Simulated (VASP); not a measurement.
Here is the system:

```yaml
crystal:
  lattice:
    - [0.00000, 3.40359, 3.40359]
    - [3.40359, 0.00000, 3.40359]
    - [3.40359, 3.40359, 0.00000]
  atoms:
    - { symbol: Mg, position: [0.25000, 0.25000, 0.25000] }
    - { symbol: Mg, position: [0.75000, 0.75000, 0.75000] }
    - { symbol: Sn, position: [0.00000, 0.00000, 0.00000] }
```

Method: PBE GGA, VASP's PBE PAW potentials (set 64) (plane waves; VASP). Run with 520 eV cut-off, 9×9×9 Γ-centred mesh, first-order Methfessel-Paxton smearing of 0.10 eV, potentials Mg Sn_d.

Unless said otherwise, spin-orbit coupling is left out, though it shifts the bands of the heavy elements here.

Task: Predict the energy per atom (σ→0), band gap (on the k-mesh) with the smallest direct gap where there is one.

Result: 
```
Property                                                     Value
------------------------  ----------------------------------------
band gap (on the k-mesh)  none (metal, semimetal or under 0.01 eV)
energy per atom (σ→0)                               -2.477 eV/atom
```

The absolute energy has meaning only against runs of the same code, potentials and settings.

The compound is Mg2Sn in the antifluorite structure. It was relaxed first.
